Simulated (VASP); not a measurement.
Data:

```
CrO2
1.0
    4.42794     0.00000     0.00000
    0.00000     4.42794     0.00000
    0.00000     0.00000     2.92697
Cr O
2 4
Direct
  0.00000   0.00000   0.00000
  0.50000   0.50000   0.50000
  0.30293   0.30293   0.00000
  0.80293   0.19707   0.50000
  0.19707   0.80293   0.50000
  0.69707   0.69707   0.00000
```
Starting moments (μB, in the order of the record's atoms Cr Cr O O O O): 2.1 2.1 -0.1 -0.1 -0.1 -0.1.

All values below come from TPSS meta-GGA, VASP's PBE PAW potentials (set 64) (plane waves; VASP). Run with 520 eV cut-off, 6×6×9 Γ-centred mesh, first-order Methfessel-Paxton smearing of 0.10 eV, potentials Cr_pv O.

Estimate the cell moment, energy per atom (σ→0), band gap (on the k-mesh) with the smallest direct gap where there is one.

```json
{
  "band gap (on the k-mesh)": "none (metal, semimetal or under 0.01 eV)",
  "cell_moment": "4.00 μB",
  "energy per atom (σ→0)": "-12.373 eV/atom"
}
```

Give the moment on each site (PAW-sphere projection).

| site | moment (μB) |
|---|---|
| Cr1 | 2.08 |
| Cr2 | 2.08 |
| O3 | -0.07 |
| O4 | -0.07 |
| O5 | -0.07 |
| O6 | -0.07 |

The absolute energy has meaning only against runs of the same code, potentials and settings.

The compound is CrO2 in the rutile structure. It was relaxed first. The start is the result of an earlier pass.
